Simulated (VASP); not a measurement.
A run of VASP 6.6.1:

POSCAR

```
MnSiSe3
1.0
    4.8341200000      0.0000000000      0.0000000000
    0.0000000000      4.8341200000      0.0000000000
    0.0000000000      0.0000000000      4.8341200000
Mn Si Se
1 1 3
Direct
    0.0000000000      0.0000000000      0.0000000000
    0.5000000000      0.5000000000      0.5000000000
    0.0000000000      0.5000000000      0.5000000000
    0.5000000000      0.0000000000      0.5000000000
    0.5000000000      0.5000000000      0.0000000000
```

Contents of INCAR.step1:

```
SYSTEM = MnSiSe3
ALGO     = Fast           ! electronic algorithm
EDIFF    = 1E-6           ! SCF threshold, eV
ENCUT    = 520            ! plane-wave cutoff, eV
GGA      = PE             ! functional
ISIF     = 2              ! what is computed and relaxed
ISMEAR   = -1             ! smearing method
ISPIN    = 2              ! spin polarisation
LASPH    = .True.         ! aspherical terms in the spheres
LCHARG   = .True.         ! write CHGCAR
LMAXMIX  = 4              ! l up to which the mixer works
LORBIT   = 11             ! projections on sites
LREAL    = .False.        ! projectors in reciprocal space
LWAVE    = .False.        ! write WAVECAR
MAGMOM   = 4 0 0 0 0      ! initial moments
NELM     = 120            ! most SCF steps
PREC     = Accurate       ! precision mode
SIGMA    = 0.05           ! smearing width, eV
```

File KPOINTS.step1:

```
k-points
0
Gamma
  5 5 5
  0 0 0
```

Contents of INCAR.step2:

```
SYSTEM = MnSiSe3
ALGO     = Fast           ! electronic algorithm
EDIFF    = 1E-6           ! SCF threshold, eV
ENCUT    = 520            ! plane-wave cutoff, eV
GGA      = PE             ! functional
ICHARG   = 11             ! starting density
ISIF     = 2              ! what is computed and relaxed
ISMEAR   = 0              ! smearing method
ISPIN    = 2              ! spin polarisation
LASPH    = .True.         ! aspherical terms in the spheres
LCHARG   = .False.        ! write CHGCAR
LMAXMIX  = 4              ! l up to which the mixer works
LORBIT   = 11             ! projections on sites
LREAL    = .False.        ! projectors in reciprocal space
LWAVE    = .False.        ! write WAVECAR
MAGMOM   = 4 0 0 0 0      ! initial moments
NELM     = 120            ! most SCF steps
PREC     = Accurate       ! precision mode
SIGMA    = 0.05           ! smearing width, eV
```

Contents of KPOINTS.step2:

```
path GXMGRX,MR
15
line-mode
reciprocal
 0.0000000000  0.0000000000  0.0000000000  G
 0.0000000000  0.5000000000  0.0000000000  X

 0.0000000000  0.5000000000  0.0000000000  X
 0.5000000000  0.5000000000  0.0000000000  M

 0.5000000000  0.5000000000  0.0000000000  M
 0.0000000000  0.0000000000  0.0000000000  G

 0.0000000000  0.0000000000  0.0000000000  G
 0.5000000000  0.5000000000  0.5000000000  R

 0.5000000000  0.5000000000  0.5000000000  R
 0.0000000000  0.5000000000  0.0000000000  X

 0.5000000000  0.5000000000  0.0000000000  M
 0.5000000000  0.5000000000  0.5000000000  R
```

Potentials or basis: VASP PAW PBE potentials, release 64 (Mn_pv, Si, Se).

Command:

```console
$ cat potpaw_PBE.64/Mn_pv/POTCAR potpaw_PBE.64/Si/POTCAR potpaw_PBE.64/Se/POTCAR > POTCAR
$ cp INCAR.step1 INCAR
$ cp KPOINTS.step1 KPOINTS
$ mpirun -np 1 vasp_std > vasp.out
$ cp INCAR.step2 INCAR
$ cp KPOINTS.step2 KPOINTS
$ mpirun -np 1 vasp_std > vasp.out
```

Hardware: 1 thread of Intel(R) Xeon(R) Platinum 8375C CPU @ 2.90GHz (Ice Lake) (shared host).

Task: Estimate the wall time of this run.

Result: Run time: 6.2 min on 1 thread of Intel(R) Xeon(R) Platinum 8375C CPU @ 2.90GHz (Ice Lake), with other jobs on the host, peak memory 0.49 GiB. Counts: scf iterations 10, k points 90.
